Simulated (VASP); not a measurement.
All values below come from revTPSS meta-GGA, VASP's PBE PAW potentials (set 64) (plane waves; VASP).

VASP input:

**KPOINTS**
```
Automatic mesh
0
Gamma
9 9 9
0 0 0
```

POSCAR:
```
Cs
1
   -3.0984210267     3.0984210267     3.0984210267
    3.0984210267    -3.0984210267     3.0984210267
    3.0984210267     3.0984210267    -3.0984210267
Cs
1
Direct
  0.0000000000   1.0000000000   1.0000000000
```

### KPOINTS_OPT
```
k-points along high-symmetry lines
10
Line-mode
Reciprocal
  0.000000   0.000000   0.000000 ! GAMMA
  0.500000  -0.500000   0.500000 ! H

  0.500000  -0.500000   0.500000 ! H
 -0.000000   0.000000   0.500000 ! N

 -0.000000   0.000000   0.500000 ! N
  0.000000   0.000000   0.000000 ! GAMMA

  0.000000   0.000000   0.000000 ! GAMMA
  0.250000   0.250000   0.250000 ! P

  0.250000   0.250000   0.250000 ! P
  0.500000  -0.500000   0.500000 ! H

  0.250000   0.250000   0.250000 ! P
 -0.000000   0.000000   0.500000 ! N
```

### INCAR
```
! general
SYSTEM  = Cs
PREC    = Accurate
ENCUT   = 520   ! plane-wave cut-off (eV)
LREAL   = F
LASPH   = T   ! aspherical one-centre terms

! electronic loop
EDIFF   = 1E-7
NELM    = 100   ! most electronic steps
ALGO    = Normal
LMAXMIX = 4
LMIXTAU = T

! smearing
ISMEAR  = -5

! functional
METAGGA = RTPSS

! ions
ISIF    = 2   ! forces and stress, cell fixed

! output
LWAVE   = F
LCHARG  = F
LORBIT  = 11   ! lm-projected
NEDOS   = 601
```

POTCAR, in this order: Cs_sv (PBE.64 set). Program: vasp_std.

The resulting files:

**OSZICAR**
```
       N       E                     dE             d eps       ncg     rms          rms(c)
DAV:   1     0.982319336491E+02    0.98232E+02   -0.32687E+03   840   0.108E+03
DAV:   2     0.337461945812E+02   -0.64486E+02   -0.63695E+02  1040   0.225E+02
DAV:   3     0.202565959086E+02   -0.13490E+02   -0.13478E+02   888   0.156E+02
DAV:   4     0.194053609929E+02   -0.85123E+00   -0.85104E+00  1096   0.586E+01
DAV:   5     0.193861046302E+02   -0.19256E-01   -0.19249E-01  1112   0.884E+00    0.670E-01
DAV:   6     0.204143566133E+02    0.10283E+01   -0.89825E-01   688   0.148E+01    0.178E-01
DAV:   7     0.205979842313E+02    0.18363E+00   -0.31033E-01   952   0.474E+00    0.300E-01
DAV:   8     0.206875620745E+02    0.89578E-01   -0.63411E-02   808   0.178E+00    0.143E-01
DAV:   9     0.206167008467E+02   -0.70861E-01   -0.67548E-02   576   0.392E+00    0.682E-02
DAV:  10     0.207079401447E+02    0.91239E-01   -0.60207E+02   560   0.321E+04    0.387E-02
DAV:  11     0.207963126654E+02    0.88373E-01   -0.19337E-01  1120   0.177E+01    0.216E-02
DAV:  12     0.206735126689E+02   -0.12280E+00   -0.11365E-01  1112   0.603E+00    0.367E-02
DAV:  13     0.208038235905E+02    0.13031E+00   -0.22178E-01  1112   0.924E+00    0.526E-02
DAV:  14     0.207715267236E+02   -0.32297E-01   -0.33367E-01   560   0.994E+00    0.383E-02
DAV:  15     0.208355778707E+02    0.64051E-01   -0.13803E+02   560   0.729E+03    0.421E-02
DAV:  16     0.206927586820E+02   -0.14282E+00   -0.17738E-01   560   0.576E+00    0.668E-03
DAV:  17     0.206887852396E+02   -0.39734E-02   -0.35781E-03   696   0.617E-01    0.127E-02
DAV:  18     0.206870302066E+02   -0.17550E-02   -0.78541E-04   624   0.201E-01    0.109E-02
DAV:  19     0.206875471214E+02    0.51691E-03   -0.19505E-04   776   0.157E-01    0.116E-02
DAV:  20     0.206881720783E+02    0.62496E-03   -0.33953E-04   592   0.214E-01    0.176E-02
DAV:  21     0.206880897509E+02   -0.82327E-04   -0.56712E-06  1000   0.230E-02    0.182E-02
DAV:  22     0.206874016204E+02   -0.68813E-03   -0.20951E-04   584   0.207E-01    0.130E-02
DAV:  23     0.206873221423E+02   -0.79478E-04   -0.29632E-04   576   0.211E-01    0.838E-03
DAV:  24     0.206872314806E+02   -0.90662E-04   -0.26921E-05   624   0.691E-02    0.902E-03
DAV:  25     0.206873456695E+02    0.11419E-03   -0.27808E-05   592   0.669E-02    0.112E-02
DAV:  26     0.206872187051E+02   -0.12696E-03   -0.46435E-05   592   0.811E-02    0.124E-02
DAV:  27     0.206872924257E+02    0.73721E-04   -0.30282E-05   584   0.710E-02    0.139E-02
DAV:  28     0.206872689001E+02   -0.23526E-04   -0.31781E-06   688   0.185E-02    0.143E-02
DAV:  29     0.206872622979E+02   -0.66021E-05   -0.25932E-07   736   0.665E-03    0.138E-02
DAV:  30     0.206870899921E+02   -0.17231E-03   -0.48938E-05   560   0.913E-02    0.789E-03
DAV:  31     0.206870633436E+02   -0.26648E-04   -0.97817E-06   592   0.437E-02    0.566E-03
DAV:  32     0.206870495888E+02   -0.13755E-04   -0.71489E-06   568   0.381E-02    0.373E-03
DAV:  33     0.206870486620E+02   -0.92684E-06   -0.15186E-06   592   0.180E-02    0.271E-03
DAV:  34     0.206870467726E+02   -0.18894E-05   -0.29113E-06   576   0.210E-02    0.807E-04
DAV:  35     0.206870466686E+02   -0.10398E-06   -0.41361E-07   912   0.696E-03    0.308E-04
DAV:  36     0.206870465163E+02   -0.15226E-06   -0.38925E-08   568   0.234E-03    0.344E-04
DAV:  37     0.206870465630E+02    0.46682E-07   -0.25562E-08   536   0.235E-03
   1 F= 0.20687047E+02 E0= 0.20687047E+02  d E =0.000000E+00
       N       E                     dE             ncg
       N       E                     dE             ncg
```

File OUTCAR:
```
------------------------ aborting loop because EDIFF is reached ----------------------------------------
  FORCE on cell =-STRESS in cart. coord.  units (eV):
  Direction    XX          YY          ZZ          XY          YZ          ZX
  --------------------------------------------------------------------------------------
  Total       -0.0071416     -0.0071416     -0.0071416      0.0000000      0.0000000     -0.0000000
  in kB       -0.0961670     -0.0961670     -0.0961670      0.0000000      0.0000000     -0.0000000
  external PRESSURE =      -0.0961670 kB  Pullay stress =       0.0000000 kB
  volume of cell :      118.98
      direct lattice vectors                 reciprocal lattice vectors
    -3.098421027  3.098421027  3.098421027     0.000000000  0.161372517  0.161372517
     3.098421027 -3.098421027  3.098421027     0.161372517  0.000000000  0.161372517
     3.098421027  3.098421027 -3.098421027     0.161372517  0.161372517  0.000000000
 POSITION                                       TOTAL-FORCE (eV/Angst)
 -----------------------------------------------------------------------------------
      0.00000      0.00000      0.00000        -0.000000     -0.000000      0.000000
 -----------------------------------------------------------------------------------
    total drift:                                0.000000      0.000000     -0.000000
  FREE ENERGIE OF THE ION-ELECTRON SYSTEM (eV)
  ---------------------------------------------------
  free  energy   TOTEN  =        20.6870465630 eV

  energy  without entropy=       20.6870465630  energy(sigma->0) =       20.68704656

 total charge

# of ion       s       p       d       tot
------------------------------------------
    1        1.904   4.705   0.008   6.617
```
(Selected blocks of OUTCAR.)

For a metal the tetrahedron method with Blöchl corrections gives inexact stress and forces.

The compound is Cs in the bcc structure. It was relaxed first.
